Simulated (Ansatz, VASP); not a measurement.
CuGe4: VASP beside Ansatz

Contents of INCAR:

```
SYSTEM = CuGe4
PREC = Accurate
ENCUT = 520
EDIFF = 1E-6
ISMEAR = 0
SIGMA = 0.1
LREAL = .False.
LASPH = .True.
NELM = 80
ALGO = Normal
ISIF = 2
LWAVE = .False.
LCHARG = .True.
LDIPOL = .True.
IDIPOL = 3
DIPOL = 0.5 0.5 0.328
GGA = PE
IVDW = 12
LELF = .True.
LVHAR = .True.
LVACPOTAV = .True.
NBANDS = 42
```

The input KPOINTS:

```
Automatic mesh
0
Gamma
  9 9 1
  0 0 0
```

Contents of POSCAR:

```
CuGe4
1.0
    4.0303587907      0.0000000000      0.0000000000
   -2.0151793953      3.4903930991      0.0000000000
    0.0000000000      0.0000000000     21.5984135941
Ge Cu
4 1
Direct
    0.3333333333      0.6666666667      0.1851987871
    0.0000000000      0.0000000000      0.2232892486
    0.0000000000      0.0000000000      0.3443139717
    0.6666666667      0.3333333333      0.3795840634
    1.3333333333      0.6666666667      0.5092232143
```

Input for Ansatz:

```yaml
crystal:
  lattice:
    - [4.0303587933, 0.0, 0.0]
    - [-2.0151793967, 3.4903931014, 0.0]
    - [0.0, 0.0, 21.5984134729]
  atoms:
    - { symbol: Ge, position: [0.3333333333, 0.6666666667, 0.1851987881] }
    - { symbol: Ge, position: [0.0, 0.0, 0.2232892499] }
    - { symbol: Ge, position: [0.0, 0.0, 0.3443139757] }
    - { symbol: Ge, position: [0.6666666667, 0.3333333333, 0.3795840599] }
    - { symbol: Cu, position: [1.3333333333, 0.6666666667, 0.5092232115] }
basis:
  ecutwfc: 420
kpoints:
  mp_grid: { grid: [9, 9, 1] }
hamiltonian:
  xc: pbe
  pseudopotentials: { kind: paw, azcp: { folder: soft_1 } }
  dispersion: d3bj
scf:
  occupations: { method: gaussian, width: 0.1 }
output:
  forces: true
  eigenvalues: true
efield:
  axis: 3
  dipole_correction: true
  ramp_width: 0.04
```

Alike in both runs: task single point; functional PBE; dispersion D3(BJ); k mesh 9 × 9 × 1; occupations gaussian, width 0.1 eV; no spin polarisation.

```csv
,VASP,Ansatz
version,VASP 6.6.1,Ansatz 0.2.0
potentials or method,"VASP PAW PBE potentials, release 64 (Ge_d, Cu)","scalar-relativistic, plane waves, PAW"
plane-wave cutoff (eV),520,420
valence electrons in the cell,67,75
```

```tsv
	VASP	Ansatz	Ansatz less VASP
gap on the k mesh at the Fermi level (eV)	none	none	-
rms of the force components (eV/Å)	0.276	0.277	+0.0005
work function, face that differs most (eV)	4.58	4.59	+0.006
```

Atom by atom the forces differ by 0.001 eV/Å (rms over components). A gap of «none» marks a metal or a gap that the smearing closes. The two sets of potentials don't hold the same shells in valence.
